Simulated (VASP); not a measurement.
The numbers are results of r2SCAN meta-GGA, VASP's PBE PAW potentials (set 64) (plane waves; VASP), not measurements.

VASP input:

**INCAR**
```
LASPH  =  .TRUE.
PSTRESS  =  10
SYSTEM  =  CdS
ISIF  =  3
LMIXTAU  =  .TRUE.
NSW  =  40   ! most ionic steps
LREAL  =  .FALSE.   ! projection in real space or not
IBRION  =  2
ISMEAR  =  0
LMAXMIX  =  4   ! l cut-off of mixed one-centre charges
EDIFFG  =  -0.01   ! ionic stop
SIGMA  =  0.05   ! width (eV)
PREC  =  Accurate
ENCUT  =  480
NELM  =  100
ALGO  =  Normal   ! blocked Davidson
LCHARG  =  .FALSE.
METAGGA  =  R2SCAN
EDIFF  =  1E-7
LWAVE  =  .FALSE.
```

**POSCAR**
```
CdS
1
    0.0000000000     2.9277047648     2.9277047648
    2.9277047648    -0.0000000000     2.9277047648
    2.9277047648     2.9277047648    -0.0000000000
Cd S
1 1
Direct
  0.0000000000   0.0000000000   0.0000000000
  0.2500000000   0.2500000000   0.2500000000
```

File KPOINTS:
```
Automatic
0
gamma
8 8 8
0 0 0
```

POTCAR, in this order: Cd S (PBE.64 set). Program: vasp_std.

What VASP printed:

**OSZICAR**
```
       N       E                     dE             d eps       ncg     rms          rms(c)
DAV:   1     0.823112247111E+02    0.82311E+02   -0.90458E+03   762   0.122E+03
DAV:   2    -0.301611186409E+02   -0.11247E+03   -0.10824E+03   879   0.299E+02
DAV:   3    -0.348381140008E+02   -0.46770E+01   -0.46649E+01   879   0.641E+01
DAV:   4    -0.348704804371E+02   -0.32366E-01   -0.32362E-01   869   0.536E+00
DAV:   5    -0.348709436909E+02   -0.46325E-03   -0.46325E-03   904   0.606E-01    0.797E+00
DAV:   6    -0.294975976002E+02    0.53733E+01   -0.41455E+00   759   0.338E+01    0.962E+00
DAV:   7    -0.296004413878E+02   -0.10284E+00   -0.48058E-01   754   0.904E+00    0.546E+00
DAV:   8    -0.294894167275E+02    0.11102E+00   -0.40618E-01   754   0.600E+00    0.128E+00
DAV:   9    -0.296514983812E+02   -0.16208E+00   -0.21715E-01   754   0.444E+00    0.726E-01
DAV:  10    -0.296797660606E+02   -0.28268E-01   -0.15860E-02   774   0.117E+00    0.316E-01
DAV:  11    -0.296807997084E+02   -0.10336E-02   -0.65875E-03   799   0.937E-01    0.190E-01
DAV:  12    -0.296821558694E+02   -0.13562E-02   -0.23098E-03   769   0.484E-01    0.127E-01
DAV:  13    -0.296829676275E+02   -0.81176E-03   -0.11436E-03   764   0.393E-01    0.326E-02
DAV:  14    -0.296831385205E+02   -0.17089E-03   -0.50922E-05   839   0.663E-02    0.605E-03
DAV:  15    -0.296831611532E+02   -0.22633E-04   -0.12815E-05   789   0.358E-02    0.530E-03
DAV:  16    -0.296831624655E+02   -0.13123E-05   -0.41830E-06   779   0.206E-02    0.477E-03
DAV:  17    -0.296831636819E+02   -0.12164E-05   -0.61271E-07   784   0.891E-03    0.324E-03
DAV:  18    -0.296831639923E+02   -0.31040E-06   -0.51463E-07   774   0.935E-03    0.710E-04
DAV:  19    -0.296831639355E+02    0.56754E-07   -0.17190E-07   642   0.413E-03
   1 F= -.29369907E+02 E0= -.29369907E+02  d E =-.293699E+02
```

OUTCAR:
```
------------------------ aborting loop because EDIFF is reached ----------------------------------------
  FORCE on cell =-STRESS in cart. coord.  units (eV):
  Direction    XX          YY          ZZ          XY          YZ          ZX
  --------------------------------------------------------------------------------------
  Total        0.3134942      0.3134942      0.3134942      0.0000000      0.0000000      0.0000000
  in kB       10.0075626     10.0075626     10.0075626      0.0000000      0.0000000      0.0000000
  external PRESSURE =       0.0075626 kB  Pullay stress =      10.0000000 kB
  volume of cell :       50.19
      direct lattice vectors                 reciprocal lattice vectors
     0.000000000  2.927704765  2.927704765    -0.170782248  0.170782248  0.170782248
     2.927704765  0.000000000  2.927704765     0.170782248 -0.170782248  0.170782248
     2.927704765  2.927704765  0.000000000     0.170782248  0.170782248 -0.170782248
  FREE ENERGIE OF THE ION-ELECTRON SYSTEM (eV)
  ---------------------------------------------------
  free  energy   TOTEN  =       -29.6831639355 eV

  energy  without entropy=      -29.6831639355  energy(sigma->0) =      -29.68316394
  enthalpy is  TOTEN    =       -29.3699065984 eV   P V=        0.3132573371

 reached required accuracy - stopping structural energy minimisation
```
(Selected blocks of OUTCAR.)

The compound is CdS in the zinc blende structure, a metastable form; wurtzite is the usual one. It was relaxed first under an external pressure of 1 GPa.
